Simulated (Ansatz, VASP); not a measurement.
# SnH2 in two plane-wave programs, part 2 of 2

Wanted: the spread between two codes on one cell, functional and k mesh. The cell is generated by rule, not measured, and may not be a known phase. The cell is taken from a series of VASP runs on this material, whose earlier steps may have relaxed, scaled or displaced it; both programs get it as it stands.

VASP 6.6.1 and Ansatz 0.2.0.

So far. Step 2 (VASP: band structure, PBEsol, spin-orbit coupling): The run ends at a pressure of -7.46 GPa.

The structure was built from a prototype and need not be the compound's stable phase.

## Step 3: Ansatz: band structure, PBEsol, spin-orbit coupling

Level of this step: Ansatz beside VASP: Kohn-Sham DFT, plane waves, PBEsol, spin-orbit coupling (Ansatz).

Ansatz runs on its fully relativistic PAW (standard-fr) files.

The same cell, functional, mesh and smearing now go to Ansatz, which takes its cutoff from its data sets.

File input.yaml:

```yaml
crystal:
  lattice:
    - [0.0, 2.82209, 2.82209]
    - [2.82209, 0.0, 2.82209]
    - [2.82209, 2.82209, 0.0]
  atoms:
    - { symbol: Sn, position: [0.0, 0.0, 0.0] }
    - { symbol: H, position: [0.25, 0.25, 0.25] }
    - { symbol: H, position: [0.75, 0.75, 0.75] }
hamiltonian:
  xc: pbesol
  pseudopotentials: { kind: paw_fr }
magnetization:
  noncollinear: true
  spin_orbit: true
kpoints:
  mp_grid: { grid: [8, 8, 8] }
  band_path:
    path:
      - [0.0, 0.0, 0.0]
      - [0.16667, 0.0, 0.16667]
      - [0.33333, 0.0, 0.33333]
      - [0.5, 0.0, 0.5]
      - [0.5, 0.08333, 0.58333]
      - [0.5, 0.18333, 0.68333]
      - [0.5, 0.25, 0.75]
      - [0.45, 0.3, 0.75]
      - [0.40833, 0.34167, 0.75]
      - [0.35, 0.35, 0.7]
      - [0.225, 0.225, 0.45]
      - [0.075, 0.075, 0.15]
      - [0.03333, 0.03333, 0.03333]
      - [0.23333, 0.23333, 0.23333]
      - [0.4, 0.4, 0.4]
      - [0.51667, 0.46667, 0.51667]
      - [0.55833, 0.38333, 0.55833]
      - [0.60833, 0.28333, 0.60833]
      - [0.60833, 0.25, 0.64167]
      - [0.55833, 0.25, 0.69167]
      - [0.51667, 0.25, 0.73333]
      - [0.5, 0.3, 0.7]
      - [0.5, 0.38333, 0.61667]
      - [0.5, 0.48333, 0.51667]
      - [0.475, 0.475, 0.55]
      - [0.425, 0.425, 0.65]
      - [0.38333, 0.38333, 0.73333]
      - [0.59167, 0.18333, 0.59167]
      - [0.55, 0.1, 0.55]
      - [0.5, 0.0, 0.5]
    npoints: 1
scf:
  occupations: { method: gaussian, width: 0.02 }
  n_extra_bands: 14
output:
  forces: true
  stress: true
  eigenvalues: true
  write_density: true
  write_potential: true
  elf: true
  volumetric_format: npy
```

Started as:

```
ansatz run input.yaml --threads 2 --pin off --max-ram 4608MiB --backend cpu --events-out ev --progress --plain --runs-dir out
```

Numbers of over 12 decimals in the logs are rounded to 6 here.

The program printed:

```text
scf.n_extra_bands = 14 over 16 filled bands (N_el = 16.0): the run solves 30 bands
Engine: ansatz 0.2.0, x86_64-unknown-linux-gnu
Pseudopotentials: kind: paw_fr
Pseudopotential: Sn, paw_fr, valence charge 14, recommended cutoff 420 eV (normal), Sn.paw.azcp#standard-fr
Pseudopotential: H, paw_fr, valence charge 1, recommended cutoff 420 eV (normal), H.paw.azcp#standard-fr
Functional definition: PBEsol
  exchange = pbesol_x
  correlation = pbesol_c
non-collinear run that drives no moment, with spin-orbit: no starting moment large enough to seed its density (crystal.atoms[].spin), no starting occupations that ask for one, no magnetisation constraint and no magnetic field, so the semilocal B_xc is pinned to zero
Crystal: 3 atoms, lattice volume = 44.951 Å³
Basis set: ecut = 420 eV, 893 PW (Γ), exchange–correlation on 54×54×54 points (8 copies of the dense FFT grid, shifted against one another)
Bands: 30, of which v1, the nominal top of the filled ones, is band 16 counted from 1 (15 counted from 0)
Symmetry: 48 space group operations + 48 with time reversal
Magnetic group: BNS 225.117 (UNI 1619), of the structure as read, at distance tolerance 3.6e-5 Å
k-points: 29 of 512
Projection manifold: j_resolved (fully-relativistic pseudo-atomic orbitals)
Non-local potential: Sn, projectors of the file, l = 0: 2, l = 1: 4, l = 2: 4, l = 3: 4
Non-local potential: H, projectors of the file, l = 0: 2, l = 1: 2
PAW form: soft (Blöchl's): semilocal exchange-correlation on the pseudo side does not see the compensation charge
PAW frozen core: Sn, regenerated for the run's functional, and the local potential with it (the file was generated under x = pbe(κ = 0.804, μ = 0.219515), c = pbe(β = 0.066725))
PAW one-centre angular grid: Sn, 590 points (default); XC on 64 Gauss nodes
PAW one-centre angular grid: H, 110 points (default); XC on 64 Gauss nodes
Initial density: superposition of atomic densities (chi_scale 0.1, normalization cell, long waves kept (reshape's long-wave potential 0.00 eV rms))
Initial wavefunctions: pseudopotential atomic-orbital guess
Functional: x = pbesol(κ = 0.804, μ = 0.123457), c = pbesol(β = 0.046)
SCF iter   1: F=—  HF=-5981.870282 eV  |F-HF|=—  |Δ(HF+E_count)|=         —  Δρ=4.15e-2  dr2=1.01e0  dr2_m=0.00e0 (ungated)  ethr=3.10e-3  |M|=0.00e0 ∫|m|=0.00e0 μB  |m|>n=0.0e0 m-floor=0.0e0 τ_xc=0.0e0  β_m=0.30  ⟨swp⟩=7.5  Hψ=2473  notcnv=0  defer=38
preconditioner: auto → none  [insulator: Δε(μ)=0.107 eV  Ē_g=21.849 eV  σ=0.020 eV  W_gap=0.65  n_scr=14 (ndim 8)  ℏωp=22.2 eV  f_vac=0.000  D(μ)=4.93/eV (n_scr^D=64)  ε∞_Penn≈2.0]
SCF iter   2: F=—  HF=-5981.591447 eV  |F-HF|=—  |Δ(HF+E_count)|=   2.79e-1  Δρ=2.03e-2  dr2=2.54e-1  dr2_m=0.00e0 (ungated)  ethr=3.10e-3  |M|=0.00e0 ∫|m|=0.00e0 μB  |m|>n=0.0e0 m-floor=0.0e0 τ_xc=0.0e0  β_m=0.45  ⟨swp⟩=2.0  Hψ=647  notcnv=0  defer=216
SCF iter   3: F=—  HF=-5981.518919 eV  |F-HF|=—  |Δ(HF+E_count)|=   7.25e-2  Δρ=4.10e-3  dr2=4.32e-3  dr2_m=0.00e0 (ungated)  ethr=1.59e-3  |M|=0.00e0 ∫|m|=0.00e0 μB  |m|>n=0.0e0 m-floor=0.0e0 τ_xc=0.0e0  β_m=0.60  ⟨swp⟩=2.1  Hψ=481  notcnv=0  defer=216
SCF iter   4: F=—  HF=-5981.519094 eV  |F-HF|=—  |Δ(HF+E_count)|=   1.75e-4  Δρ=1.16e-3  dr2=8.78e-4  dr2_m=0.00e0 (ungated)  ethr=2.70e-5  |M|=0.00e0 ∫|m|=0.00e0 μB  |m|>n=0.0e0 m-floor=0.0e0 τ_xc=0.0e0  β_m=0.68  ⟨swp⟩=2.8  Hψ=752  notcnv=0  defer=216
SCF iter   5: F=—  HF=-5981.518991 eV  |F-HF|=—  |Δ(HF+E_count)|=   1.02e-4  Δρ=1.84e-4  dr2=2.22e-5  dr2_m=0.00e0 (ungated)  ethr=5.49e-6  |M|=0.00e0 ∫|m|=0.00e0 μB  |m|>n=0.0e0 m-floor=0.0e0 τ_xc=0.0e0  β_m=0.74  ⟨swp⟩=2.0  Hψ=393  notcnv=0  defer=216
SCF iter   6: F=—  HF=-5981.518993 eV  |F-HF|=—  |Δ(HF+E_count)|=   1.23e-6  Δρ=4.98e-5  dr2=1.32e-6  dr2_m=0.00e0 (ungated)  ethr=1.39e-7  |M|=0.00e0 ∫|m|=0.00e0 μB  |m|>n=0.0e0 m-floor=0.0e0 τ_xc=0.0e0  β_m=0.87  ⟨swp⟩=1.9  Hψ=422  notcnv=0  defer=216
SCF iter   7: F=-5981.518993 eV  HF=-5981.518993 eV  |F-HF|=1.43e-9  |Δ(HF+E_count)|=   1.75e-7  Δρ=3.84e-6  dr2=4.28e-9  dr2_m=0.00e0 (ungated)  ethr=6.25e-10  |M|=0.00e0 ∫|m|=0.00e0 μB  |m|>n=0.0e0 m-floor=0.0e0 τ_xc=0.0e0  ⟨swp⟩=15.3  Hψ=3260  notcnv=0
SCF 1 converged in 7 iterations: F = -5981.518993 eV  dr2 = 4.28e-9
  greatest PAW one-centre occupation: 0.992 electrons in one spin orbital (limit 2), on the Sn atom at site 0 (counted from 0), in its partial waves of l = 2
NSCF: frozen V_eff on 30 k-points
SCF converged after 7 iterations
Magnetization: |M| = 0.0000 μB,  M = (+0.0000, +0.0000, +0.0000) μB
Absolute magnetization: 0.0000 μB (∫|m|)
  site 0: m = (+0.0000, +0.0000, +0.0000) μB, |m| = 0.0000 μB  (R = 1.01 Å)
  site 1: m = (+0.0000, +0.0000, +0.0000) μB, |m| = 0.0000 μB  (R = 1.01 Å)
  site 2: m = (+0.0000, +0.0000, +0.0000) μB, |m| = 0.0000 μB  (R = 1.01 Å)
Free energy (F): -5981.518993 eV
Harris-Foulkes:  -5981.518993 eV  (|F-HF|=1.43e-9)
Internal energy: -5981.517970 eV  (E = F + TS)
E sigma→0 (E₀):  -5981.518481 eV
Entropy (-TS):   -0.001023 eV (-0.341 meV/atom)
Fermi energy:    5.975398 eV
--- Per-component energies (eV) ---
  E_band       = -148.996573
  E_kinetic    = 207.815675
  E_local      = -1104.903100  (includes V_loc(G=0)·N_el)
  E_nonlocal   = -28.677221
  E_hartree    = 622.274863
  E_xc         = -395.587535
  E_vxc        = -117.552938  (∫ρ·V_xc dr)
  E_paw        = -4064.650230  (= ΣΔE_a)
  E_vpaw       = -350.226680  (= ΣTr[D̂ρ^β])
  E_aug_tail   = -0.002089  (compensation charges beyond the density's cutoff)
  E_ewald      = -1218.076469
  E_core_change = 0.288137  (= ΣΔE_core)
  E_smearing   = -0.001023  (= −TS)
  E_closure    = -0.000000  (closes the sum)
  Σ components = -5981.518993   (vs F -5981.518993, Δ=0.00e0)
--- Forces (eV/Å), atoms counted from 1 ---
  atom   1  Sn     0.00000000    -0.00000000     0.00000000
  atom   2  H     -0.00000000     0.00000000    -0.00000000
  atom   3  H      0.00000000    -0.00000000     0.00000000
  max |Σ_I F_I| component: 1.01e-18 eV/Å
--- Stress (GPa, compression-positive) ---
       -7.138968       0.000000       0.000000
        0.000000      -7.138968      -0.000000
       -0.000000       0.000000      -7.138968
  P = ⅓ Tr σ = -7.1390 GPa (-71.390 kbar)
--- Band table (eV; the first three rows and the last of 29) ---
  k-point 0: bands = [... 12 lower, 5.3958, 5.3958, 9.0648, 9.0648, 9.4945, 9.4945, 9.9115, 9.9115, ... 10 higher]
  k-point 1: bands = [... 12 lower, 5.0734, 5.0734, 7.4279, 7.4279, 9.1060, 9.1060, 9.6378, 9.6378, ... 10 higher]
  k-point 2: bands = [... 12 lower, 3.5721, 3.5721, 6.3252, 6.3252, 8.6551, 8.6551, 9.1555, 9.1555, ... 10 higher]
  k-point 28: bands = [... 12 lower, 1.3768, 1.3768, 1.4890, 1.4890, 5.4103, 5.4103, 10.4345, 10.4345, ... 10 higher]
```

Run time: 4.9 s. Hardware: 2 threads of Intel Xeon Platinum 8488C (Sapphire Rapids), shared host; peak memory 0.48 GiB; 7.1 s of CPU time.

The column dr2 measures how far the density is from self-consistency, as an energy; F and HF (Harris–Foulkes) agree once it is small.

## Step 4: Differences

Known differences besides the potentials themselves: spin-orbit coupling enters by fully relativistic files in Ansatz and inside the spheres in VASP; the cutoff is 420 eV in Ansatz and 400 eV in VASP; Ansatz makes its cores anew for this functional, VASP keeps those of its PBE data sets. Total energies have different zeros and are not compared.

Both answers:

| quantity | Ansatz | VASP | difference |
| --- | --- | --- | --- |
| pressure (GPa) | -7.14 | -7.46 | +0.33 |
| pressure without Ansatz's Pulay correction (GPa) | -7.22 | -7.46 | +0.24 |

Levels from 3 eV below to 2 eV above the Fermi level differ by 3 meV r.m.s. and 7 meV at most; each VASP level is matched to the nearest of Ansatz, which flatters the figure a little. Ansatz's pressure holds a Pulay correction of 0.08 GPa; VASP's holds none.

## Step 5: What came out

```
r.m.s. difference of levels near the Fermi level (band structure, PBEsol, spin-orbit coupling) : 2.8 meV
```

What this shows: The r.m.s. difference of levels near the Fermi level is 2.8 meV (band structure, PBEsol, spin-orbit coupling), within the 80 meV picked in this series as the mark of a large difference. 1 further run of this series is not shown here. How closely two codes agree says nothing of how well the functional describes the real material.

[Lines on the potential files, build, host, timing and source positions are cut from VASP's logs without a mark.]

[Logs are printed without paths, hosts, clocks, repeated set-up lines and the standing remarks that a program may print on its own settings, such as how far it seeks lower states.]

[Hosts, paths, dates, database ids (printed as entryN), source tags and the programs' standing remarks are cut or masked in the printed files.]
